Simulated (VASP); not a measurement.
# BeZn2Te3 (Imm2) in VASP: single point with r2SCAN

Aim: the single point of BeZn2Te3 with r2SCAN.

Program: VASP 6.6.1. These are calculated values, not measurements. Logs are shortened: lines on timing, memory, paths and dates and some standing lists are left out, and cuts for length are marked.

**1. Starting point**

Symmetry: Imm2, No. 44, orthorhombic system. Conventional cell: a = 4.239 Å, b = 12.726 Å, c = 6.030 Å, α = 90.00°, β = 90.00°, γ = 90.00°. Be (site symmetry mm2) is surrounded by 4 Te at 2.45 to 2.51 Å. Zn (site symmetry m) is surrounded by 4 Te at 2.66 to 2.67 Å. Te (site symmetry m) is surrounded by 1 Be at 2.45 Å and 3 Zn at 2.66 to 2.67 Å. Te (site symmetry mm2) has 2 Be at 2.51 Å and 2 Zn at 2.67 Å as nearest neighbours.

The cell was built by a generator and needn't be a form met in nature.

**2. Single point, r2SCAN**

Input file INCAR:

```
  PREC = Accurate
  ENCUT = 520
  EDIFF = 1E-6
  ISMEAR = 0
  SIGMA = 0.03
  LREAL = False
  LASPH = True
  NELM = 150
  ALGO = Normal
  ISIF = 2
  LWAVE = False
  LCHARG = False
  METAGGA = R2SCAN
  LMIXTAU = True
  NBANDS = 31
  KPAR = 8
```

Input file KPOINTS:

```
Automatic mesh
0
Gamma
  8 8 8
```

Input file POSCAR:

```
BeZn2Te3
1.0
   -2.1195100000      6.3628200000      3.0151900000
    2.1195100000     -6.3628200000      3.0151900000
    2.1195100000      6.3628200000     -3.0151900000
Be Zn Te
1 2 3
Direct
    0.0011190000      0.0011190000      0.0000000000
    0.3367730000      0.0004930000      0.3362800000
    0.6642120000      0.0004930000      0.6637200000
    0.0770670000      0.2349320000      0.8421350000
    0.3927970000      0.2349320000      0.1578650000
    0.7779490000      0.2779490000      0.5000000000
```

Potentials or basis: VASP PAW PBE potentials, release 64 (Be, Zn, Te).

The run is started by

```bash
$ cat potpaw_PBE.64/Be/POTCAR potpaw_PBE.64/Zn/POTCAR potpaw_PBE.64/Te/POTCAR > POTCAR
$ mpirun -np 8 vasp_std > vasp.out
```

OUTCAR:

```text
PREC = Accurate
   ENCUT = 520
   EDIFF = 1E-6
   ISMEAR = 0
   LREAL = False
   LASPH = True
   NELM = 150
   ISIF = 2
   METAGGA = R2SCAN

 ion  position               nearest neighbor table
   1  0.001  0.001  0.000-   4 2.45   5 2.45   6 2.51   6 2.51
   2  0.337  0.000  0.336-   4 2.66   4 2.66   6 2.67   5 2.67
   3  0.664  0.000  0.664-   5 2.66   5 2.66   6 2.67   4 2.67
   4  0.077  0.235  0.842-   1 2.45   2 2.66   2 2.66   3 2.67
   5  0.393  0.235  0.158-   1 2.45   3 2.66   3 2.66   2 2.67
   6  0.778  0.278  0.500-   1 2.51   1 2.51   3 2.67   2 2.67

  LATTYP: Found a body centered orthorhombic cell.
 ALAT       =     4.2390200000
 B/A-ratio  =     1.4225882397
 C/A-ratio  =     3.0020240527

  Lattice vectors:

 A1 = (  -2.1195100000,   6.3628200000,  -3.0151900000)
 A2 = (   2.1195100000,   6.3628200000,   3.0151900000)
 A3 = (   2.1195100000,  -6.3628200000,  -3.0151900000)

Analysis of symmetry for initial positions (statically):
=====================================================================
 Subroutine PRICEL returns:
 Original cell was already a primitive cell.

 Routine SETGRP: Setting up the symmetry group for a
 body centered orthorhombic supercell.

 Subroutine GETGRP returns: Found  4 space group operations
 (whereof  4 operations were pure point group operations)
 out of a pool of  8 trial point group operations.

The static configuration has the point symmetry C_2v.

Analysis of symmetry for dynamics (positions and initial velocities):
=====================================================================
 Subroutine PRICEL returns:
 Original cell was already a primitive cell.

 Routine SETGRP: Setting up the symmetry group for a
 body centered orthorhombic supercell.

 Subroutine GETGRP returns: Found  4 space group operations
 (whereof  4 operations were pure point group operations)
 out of a pool of  8 trial point group operations.

The dynamic configuration has the point symmetry C_2v.

 Subroutine INISYM returns: Found  4 space group operations
 (whereof  4 operations are pure point group operations),
 and found     1 'primitive' translations

----------------------------------------------------------------------------------------

                                     Primitive cell

[... 98 lines left out ...]
   EDIFF  = 0.1E-05   stopping-criterion for ELM
   LREAL  =      F    real-space projection
   EDIFFG = 0.1E-04   stopping-criterion for IOM
   NSW    =      0    number of steps for IOM
   IBRION =     -1    ionic relax: 0-MD 1-quasi-New 2-CG
   NFREE  =      0    steps in history (QN), initial steepest desc. (CG)
   ISIF   =      2    stress and relaxation
   ISYM   =      2    0-nonsym 1-usesym 2-fastsym
   POTIM  = 0.5000    time-step for ionic-motion
   TEBEG  =    0.0;   TEEND  =   0.0 temperature during run
   PSTRESS=    0.0 pullay stress
   NELECT =      44.0000    total number of electrons
   NUPDOWN=      -1.0000    fix difference up-down
   EMIN   =  10.00;   EMAX   =-10.00  energy-range for DOS
   EFERMI =   0.00;   METHOD = LEGACY
   ISMEAR =     0;   SIGMA  =   0.03  broadening in eV -4-tet -1-fermi 0-gaus
   EFERMI_NEDOS =   21; number of points for ismear=-14 and -15
   IALGO  =     38    algorithm
   IMIX   =      4    mixing-type and parameters
     AMIX     =   0.40;   BMIX     =  1.00
     AMIX_MAG =   1.60;   BMIX_MAG =  1.00
  volume/ion in A,a.u.               =      27.11       182.94
  Fermi-wavevector in a.u.,A,eV,Ry     =   1.058780  2.000804 15.252341  1.121015
  Thomas-Fermi vector in A             =   2.194102
   LORBIT       =      0    0 simple, 1 ext, 2 COOP (PROOUT), +10 PAW based schemes
   METAGGA = R2SCAN    functional components
   LHFCALC =     F    Hartree Fock is set to
   AEXX    =    0.0000 exact exchange contribution
   IVDW    =     0    specifies the selected vdW correction
   LEPSILON=     F    determine dielectric tensor
   LRPA    =     F    only Hartree local field effects (RPA)
 non-spin polarized calculation
 Gauss-broadening in eV      SIGMA  =   0.03
  energy-cutoff  :      520.00
  volume of cell :      162.65
 maximum number of plane-waves:      4402
   NGX = 27   NGY = 27   NGZ = 27

 number of electron      44.0000005 magnetization

 Free energy of the ion-electron system (eV)
  ---------------------------------------------------
  ext. energy  EPLUGINS =         0.00000000
  ---------------------------------------------------
  free energy    TOTEN  =      -101.52220938 eV

  energy without entropy =     -101.52220938  energy(sigma->0) =     -101.52220938

 E-fermi :   3.4387     XC(G=0):  -9.3847

 val. band max:        3.2939296925   @ k =   0.0000   0.0000   0.0000
 cond. band min:       5.5682725628   @ k =   0.0000   0.0000   0.0000
 fundamental gap:      2.2743428703
 Fermi energy:         3.4386995878

 k-point     1 :       0.0000    0.0000    0.0000
  band No.  band energies     occupation
      1      -8.9278      2.00000
      2      -7.6679      2.00000
      3      -7.5780      2.00000
      4      -3.7346      2.00000
      5      -3.7244      2.00000
      6      -3.7141      2.00000
[... 805 lines left out ...]
     30       9.2273      0.00000
     31       9.6015      0.00000

 [... further k-points ...]

------------------------ aborting loop because EDIFF is reached ----------------------------------------

  FORCE on cell =-STRESS in cart. coord.  units (eV):
  Direction    XX          YY          ZZ          XY          YZ          ZX
  --------------------------------------------------------------------------------------
  -------------------------------------------------------------------------------------
  Total       -1.1173167     -1.1655583     -1.2332858      0.0000000      0.0000000      0.0000000
  in kB      -11.0059383    -11.4811345    -12.1482725      0.0000000      0.0000000      0.0000000
  external PRESSURE =     -11.5451151 kB  Pullay stress =       0.0000000 kB

 VOLUME and BASIS-vectors are now :
 -----------------------------------------------------------------------------
  energy-cutoff  :      520.00
  volume of cell :      162.65
      direct lattice vectors                 reciprocal lattice vectors
    -2.119510000  6.362820000  3.015190000     0.000000000  0.078581509  0.165827029
     2.119510000 -6.362820000  3.015190000     0.235903581  0.000000000  0.165827029
     2.119510000  6.362820000 -3.015190000     0.235903581  0.078581509  0.000000000

 POSITION                                       TOTAL-FORCE (eV/Angst)
 -----------------------------------------------------------------------------------
      0.00000      0.00000      0.00675         0.000000      0.000000      0.004644
      0.00000      4.27938      0.00297         0.000000      0.004656     -0.005335
      0.00000      8.44626      0.00297         0.000000     -0.004656     -0.005335
      2.11951      4.35389     -1.59846         0.000000     -0.118125      0.088948
     -0.00000      2.00893      1.41673        -0.000000      0.118125      0.088948
      0.00000      6.36282      1.67614        -0.000000     -0.000000     -0.171870
 -----------------------------------------------------------------------------------
    total drift:                               -0.000602      0.001134      0.004425

  FREE ENERGIE OF THE ION-ELECTRON SYSTEM (eV)
  ---------------------------------------------------
  free  energy   TOTEN  =      -101.5222093784 eV

  energy  without entropy=     -101.5222093784  energy(sigma->0) =     -101.52220938
```

stdout:

```text
POSCAR found type information on POSCAR BeZnTe
 POSCAR found :  3 types and       6 ions
 scaLAPACK will be used
 -----------------------------------------------------------------------------
|                                                                             |
|           W    W    AA    RRRRR   N    N  II  N    N   GGGG   !!!           |
|           W    W   A  A   R    R  NN   N  II  NN   N  G    G  !!!           |
[... 21 lines left out ...]
 -----------------------------------------------------------------------------

 LDA part: xc-table for (None), standard interpolation
 POSCAR, INCAR and KPOINTS ok, starting setup
 FFT: planning ... GRIDC
 FFT: planning ... GRID_SOFT
 FFT: planning ... GRID
 WAVECAR not read
 entering main loop
```

It took 14 min on 8 MPI ranks of Intel Xeon Platinum 8488C (Sapphire Rapids), shared host; peak memory 0.78 GiB.

What came out:

```yaml
Free_energy: -101.5222 eV
Pressure: -1.2 GPa
Largest_force: 0.172 eV/Å
Band_gap_on_the_k_mesh: 2.27 eV, direct
```

Forces in eV/Å, atoms in the order of the input:
```
Be   0.000  0.000  0.005
Zn   0.000  0.005 -0.005
Zn   0.000 -0.005 -0.005
Te   0.000 -0.118  0.089
Te   0.000  0.118  0.089
Te   0.000  0.000 -0.172
```

Levels at points of the mesh, in eV from the valence-band top:
| k point | band 20 | band 21 | band 22 | band 23 | band 24 | band 25 |
| --- | --- | --- | --- | --- | --- | --- |
| (0.00, 0.00, 0.00) | -0.10 | -0.08 | 0.00 | 2.27 | 3.07 | 3.59 |
| (0.50, 0.00, 0.00) | -1.05 | -0.93 | -0.79 | 2.35 | 3.31 | 3.61 |
| (0.00, 0.50, 0.00) | -2.02 | -0.99 | -0.95 | 2.32 | 4.25 | 4.46 |
| (0.50, 0.50, 0.00) | -2.35 | -1.64 | -1.64 | 2.43 | 2.58 | 4.15 |
| (0.50, 0.50, 0.50) | -1.50 | -0.58 | -0.27 | 2.42 | 2.69 | 3.73 |

Caveat: the PAW data sets were made with another functional, which shifts forces and pressure a little; spin-orbit coupling is left out, which moves the levels of the heavy elements.
